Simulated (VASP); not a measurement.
Calculation: PW91 GGA, VASP's PBE PAW potentials (set 64) (plane waves; VASP 6.6.1). For the first row: Settings: 520 eV cut-off, 10×10×10 Γ-centred mesh, first-order Methfessel-Paxton smearing of 0.10 eV, potentials Si Ni.

| system | energy (eV/atom) |
|---|---|
| NiSi₂ (fluorite) | -5.7585 |
| Si (diamond) | -5.4147 |
| Ni (fcc) | -5.4661 |

The references are the elements' solids at the same level; no temperature or zero-point terms are added.

Problem. What is the formation energy per atom of NiSi2?

Solution. The references average (2×(-5.4147) + 1×(-5.4661))/3 = -5.4318 eV, so the formation energy is -5.7585 − (-5.4318) = -0.327 eV/atom.
